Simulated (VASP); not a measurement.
Cd₃ZnS₄ (ordered alloy cell): computed properties

These are PBEsol GGA, VASP's PBE PAW potentials (set 64) (plane waves; VASP) values and carry that method's errors.

```
Item                                                                             Result
---------------------------------------------  ----------------------------------------
space group                                                                 P-43m (215)
cell                                           a = b = c = 5.7033 Å, α = β = γ = 90.00°
volume per atom                                                          23.19 Å^3/atom
band gap (over mesh and band path)                                              1.21 eV
smallest direct gap (over mesh and band path)                                   1.21 eV
band-edge character                                                      direct, Γ to Γ
density                                                                      4.75 g/cm³
```

```yaml
crystal:
  lattice:
    - [5.70330, 0.00000, 0.00000]
    - [0.00000, 5.70330, 0.00000]
    - [0.00000, 0.00000, 5.70330]
  atoms:
    - { symbol: Zn, position: [0.00000, 0.00000, 0.00000] }
    - { symbol: S, position: [0.23643, 0.23643, 0.23643] }
    - { symbol: S, position: [0.76357, 0.76357, 0.23643] }
    - { symbol: S, position: [0.76357, 0.23643, 0.76357] }
    - { symbol: S, position: [0.23643, 0.76357, 0.76357] }
    - { symbol: Cd, position: [0.50000, 0.50000, 0.00000] }
    - { symbol: Cd, position: [0.50000, 0.00000, 0.50000] }
    - { symbol: Cd, position: [0.00000, 0.50000, 0.50000] }
```

The structure was generated: Cd3ZnS4 was put into an ordered model structure (P-43m), which need not be its known phase. It was relaxed first. Symmetry was kept, so distortions that lower it aren't found.
